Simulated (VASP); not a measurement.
These are PBE GGA, VASP's PBE PAW potentials (set 64) (plane waves; VASP) values and carry that method's errors.

A VASP calculation is set up with these files.

POSCAR:
```
AlN
1
    0.0000000000     2.1556275424     2.1556275424
    2.1556275424     0.0000000000     2.1556275424
    2.1556275424     2.1556275424     0.0000000000
Al N
1 1
Direct
  0.0000000000   0.0000000000   0.0000000000
  0.2500000000   0.2500000000   0.2500000000
```

### INCAR
```
SIGMA  =  0.05
LWAVE  =  .FALSE.
ISMEAR  =  0
LREAL  =  .FALSE.   # projection in real space or not
NELM  =  100   # most electronic steps
EDIFF  =  1E-7   # SCF stop (eV)
ENCUT  =  520
LCHARG  =  .FALSE.
PREC  =  Accurate
LASPH  =  .TRUE.   # aspherical one-centre terms
ALGO  =  Normal   # blocked Davidson
GGA  =  PE
ISIF  =  2   # forces and stress, cell fixed
SYSTEM  =  AlN
```

**KPOINTS**
```
Automatic mesh
0
G
  10 10 10
0 0 0
```

POTCAR, in this order: Al N (PBE.64 set). Program: vasp_std.

What VASP printed:

**OUTCAR**
```
 ion  position               nearest neighbor table
   1  0.000  0.000  0.000-   2 1.87   2 1.87   2 1.87   2 1.87
   2  0.250  0.250  0.250-   1 1.87   1 1.87   1 1.87   1 1.87
  LATTYP: Found a face centered cubic cell.
 ALAT       =     4.3112550848
 Subroutine PRICEL returns:
 Original cell was already a primitive cell.
 Subroutine GETGRP returns: Found 24 space group operations
The static configuration has the point symmetry T_d .
The dynamic configuration has the point symmetry T_d .
 Subroutine INISYM returns: Found 24 space group operations
 Subroutine IBZKPT returns following result:
 Found     47 irreducible k-points:

 Following reciprocal coordinates:
            Coordinates               Weight
  0.000000  0.000000  0.000000      1.000000
  0.100000  0.000000  0.000000      8.000000
  0.200000  0.000000  0.000000      8.000000
  0.300000  0.000000  0.000000      8.000000
  0.400000  0.000000  0.000000      8.000000
  0.500000  0.000000  0.000000      4.000000
  0.100000  0.100000  0.000000      6.000000
  0.200000  0.100000  0.000000     24.000000
  0.300000  0.100000  0.000000     24.000000
  0.400000  0.100000  0.000000     24.000000
  0.500000  0.100000  0.000000     24.000000
 -0.400000  0.100000  0.000000     24.000000
 -0.300000  0.100000  0.000000     24.000000
 -0.200000  0.100000  0.000000     24.000000
 -0.100000  0.100000  0.000000     12.000000
  0.200000  0.200000  0.000000      6.000000
  0.300000  0.200000  0.000000     24.000000
  0.400000  0.200000  0.000000     24.000000
  0.500000  0.200000  0.000000     24.000000
 -0.400000  0.200000  0.000000     24.000000
 -0.300000  0.200000  0.000000     24.000000
 -0.200000  0.200000  0.000000     12.000000
  0.300000  0.300000  0.000000      6.000000
  0.400000  0.300000  0.000000     24.000000
  0.500000  0.300000  0.000000     24.000000
 -0.400000  0.300000  0.000000     24.000000
 -0.300000  0.300000  0.000000     12.000000
  0.400000  0.400000  0.000000      6.000000
  0.500000  0.400000  0.000000     24.000000
 -0.400000  0.400000  0.000000     12.000000
  0.500000  0.500000  0.000000      3.000000
  0.300000  0.200000  0.100000     24.000000
  0.400000  0.200000  0.100000     48.000000
  0.500000  0.200000  0.100000     48.000000
 -0.400000  0.200000  0.100000     24.000000
  0.400000  0.300000  0.100000     24.000000
  0.500000  0.300000  0.100000     48.000000
 -0.400000  0.300000  0.100000     48.000000
 -0.300000  0.300000  0.100000     48.000000
 -0.200000  0.300000  0.100000     24.000000
   k-points           NKPTS =     47   k-points in BZ     NKDIM =     47   number of bands    NBANDS=      8
   number of dos      NEDOS =    301   number of ions     NIONS =      2
   total plane-waves  NPLWV =  13824
   dimension x,y,z NGX =    24 NGY =   24 NGZ =   24
   dimension x,y,z NGXF=    48 NGYF=   48 NGZF=   48
   ions per type =               1   1
   PREC   = accura    normal or accurate (medium, high low for compatibility)
   ISTART =      0    job   : 0-new  1-cont  2-samecut
   ICHARG =      2    charge: 1-file 2-atom 10-const
   ISPIN  =      1    spin polarized calculation?
   LNONCOLLINEAR =      F non collinear calculations
   LSORBIT =      F    spin-orbit coupling
   INIWAV =      1    electr: 0-lowe 1-rand  2-diag
   ENCUT  =  520.0 eV  38.22 Ry    6.18 a.u.   5.67  5.67  5.67*2*pi/ulx,y,z
   NELM   =    100;   NELMIN=  2; NELMDL= -5     # of ELM steps
   EDIFF  = 0.1E-06   stopping-criterion for ELM
   LREAL  =      F    real-space projection
   NLSPLINE    = F    spline interpolate recip. space projectors
   LMAXMIX     =    2 max onsite mixed and CHGCAR
...
```

OSZICAR:
```
       N       E                     dE             d eps       ncg     rms          rms(c)
DAV:   1     0.929256833204E+01    0.92926E+01   -0.41368E+03   792   0.839E+02
DAV:   2    -0.167945249081E+02   -0.26087E+02   -0.24112E+02  1008   0.142E+02
DAV:   3    -0.172529269216E+02   -0.45840E+00   -0.45840E+00   856   0.240E+01
DAV:   4    -0.172542652282E+02   -0.13383E-02   -0.13383E-02  1120   0.119E+00
DAV:   5    -0.172542676422E+02   -0.24139E-05   -0.24139E-05   936   0.395E-02    0.882E+00
DAV:   6    -0.148149738818E+02    0.24393E+01   -0.13373E+01   808   0.240E+01    0.298E+00
DAV:   7    -0.148013875459E+02    0.13586E-01   -0.12700E-01   832   0.353E+00    0.206E+00
DAV:   8    -0.147954822415E+02    0.59053E-02   -0.17743E-02   824   0.184E+00    0.404E-01
DAV:   9    -0.147952089396E+02    0.27330E-03   -0.76712E-04  1040   0.220E-01    0.208E-01
DAV:  10    -0.147953073233E+02   -0.98384E-04   -0.22711E-04   832   0.132E-01    0.263E-02
DAV:  11    -0.147953072140E+02    0.10932E-06   -0.49496E-06   976   0.183E-02    0.129E-02
DAV:  12    -0.147953074817E+02   -0.26773E-06   -0.81147E-07   792   0.904E-03    0.111E-03
DAV:  13    -0.147953074855E+02   -0.37390E-08   -0.80076E-09   512   0.102E-03
   1 F= -.14795307E+02 E0= -.14795307E+02  d E =-.773970E-18
```

**OUTCAR**
```
------------------------ aborting loop because EDIFF is reached ----------------------------------------
  FORCE on cell =-STRESS in cart. coord.  units (eV):
  Direction    XX          YY          ZZ          XY          YZ          ZX
  --------------------------------------------------------------------------------------
  Total        1.6956210      1.6956210      1.6956210     -0.0000000     -0.0000000     -0.0000000
  in kB      135.6089033    135.6089033    135.6089033     -0.0000000     -0.0000000     -0.0000000
  external PRESSURE =     135.6089033 kB  Pullay stress =       0.0000000 kB
  volume of cell :       20.03
      direct lattice vectors                 reciprocal lattice vectors
     0.000000000  2.155627542  2.155627542    -0.231951017  0.231951017  0.231951017
     2.155627542  0.000000000  2.155627542     0.231951017 -0.231951017  0.231951017
     2.155627542  2.155627542  0.000000000     0.231951017  0.231951017 -0.231951017
  FREE ENERGIE OF THE ION-ELECTRON SYSTEM (eV)
  ---------------------------------------------------
  free  energy   TOTEN  =       -14.7953074855 eV

  energy  without entropy=      -14.7953074855  energy(sigma->0) =      -14.79530749
```
(Selected blocks of OUTCAR.)

The compound is AlN in the zinc blende structure, a metastable form; wurtzite is the usual one. This cell is one point of a volume scan, at 0.94 of the reference volume.
